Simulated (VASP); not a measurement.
Output of a VASP run:

### OSZICAR
```
       N       E                     dE             d eps       ncg     rms          rms(c)
DAV:   1     0.301168855582E+02    0.30117E+02   -0.40384E+03   144   0.900E+02
DAV:   2    -0.800262924764E+01   -0.38120E+02   -0.37849E+02   209   0.175E+02
DAV:   3    -0.918889101893E+01   -0.11863E+01   -0.11857E+01   182   0.303E+01
DAV:   4    -0.920669378366E+01   -0.17803E-01   -0.17798E-01   217   0.408E+00
DAV:   5    -0.920701402408E+01   -0.32024E-03   -0.32024E-03   196   0.365E-01    0.540E+00
DAV:   6    -0.914427966317E+01    0.62734E-01   -0.14706E-01   156   0.231E+00    0.350E+00
DAV:   7    -0.914493930060E+01   -0.65964E-03   -0.63370E-02   183   0.168E+00    0.109E+00
DAV:   8    -0.914664636534E+01   -0.17071E-02   -0.56576E-03   146   0.640E-01    0.838E-02
DAV:   9    -0.914670063435E+01   -0.54269E-04   -0.98669E-05   204   0.974E-02    0.198E-02
DAV:  10    -0.914675573777E+01   -0.55103E-04   -0.68935E-05   147   0.702E-02    0.951E-03
DAV:  11    -0.914675489228E+01    0.84549E-06   -0.26791E-06   227   0.122E-02    0.156E-03
DAV:  12    -0.914675460009E+01    0.29219E-06   -0.15508E-07   148   0.380E-03    0.654E-04
DAV:  13    -0.914675464621E+01   -0.46122E-07   -0.39333E-08   170   0.138E-03    0.585E-05
DAV:  14    -0.914675466283E+01   -0.16618E-07   -0.66265E-10    76   0.320E-04    0.436E-05
DAV:  15    -0.914675466772E+01   -0.48858E-08   -0.59367E-11    75   0.974E-05
   1 F= -.91467547E+01 E0= -.91467547E+01  d E =-.434872E-99
```

### OUTCAR
```
------------------------ aborting loop because EDIFF is reached ----------------------------------------
  FORCE on cell =-STRESS in cart. coord.  units (eV):
  Direction    XX          YY          ZZ          XY          YZ          ZX
  --------------------------------------------------------------------------------------
  Total        0.2079846      0.2079846      0.2079846      0.0000000      0.0000000     -0.0000000
  in kB       10.2244804     10.2244804     10.2244804      0.0000000      0.0000000     -0.0000000
  external PRESSURE =      10.2244804 kB  Pullay stress =       0.0000000 kB
  volume of cell :       32.59
      direct lattice vectors                 reciprocal lattice vectors
     0.000000000  2.535266000  2.535266000    -0.197217965  0.197217965  0.197217965
     2.535266000  0.000000000  2.535266000     0.197217965 -0.197217965  0.197217965
     2.535266000  2.535266000  0.000000000     0.197217965  0.197217965 -0.197217965
  FREE ENERGIE OF THE ION-ELECTRON SYSTEM (eV)
  ---------------------------------------------------
  free  energy   TOTEN  =        -9.1467546677 eV

  energy  without entropy=       -9.1467546677  energy(sigma->0) =       -9.14675467
```
(Selected blocks of OUTCAR.)

POSCAR:
```
LiCl
1
    0.0000000000     2.5352660000     2.5352660000
    2.5352660000     0.0000000000     2.5352660000
    2.5352660000     2.5352660000     0.0000000000
Li Cl
1 1
Direct
  0.0000000000   0.0000000000   0.0000000000
  0.5000000000   0.5000000000   0.5000000000
```

Problem. Write an INCAR and KPOINTS that could have produced this output.

Solution. Several could match; the one computed here: the input of the run itself, PBE GGA, plane waves, VASP's PBE PAW potentials (set 64).

File KPOINTS:
```
K-points
0
gamma
  4 4 4
```

INCAR:
```
ALGO = Normal
EDIFF = 1E-8
ENCUT = 500
GGA = PE
ISMEAR = 0
LASPH = .True.
LCHARG = .False.
LREAL = .False.
LWAVE = .True.
NELM = 100
PREC = Normal
SIGMA = 0.01
SYSTEM = LiCl
```

POTCAR, in this order: Li_sv_GW Cl_GW (PBE.64 set). Program: vasp_std.

The compound is LiCl in the rock salt structure. This cell is one point of a volume scan, at 0.96 of the reference volume. The k-mesh is coarse (spacing up to 0.54 per Å, 2π included), so the numbers may not be converged in it.
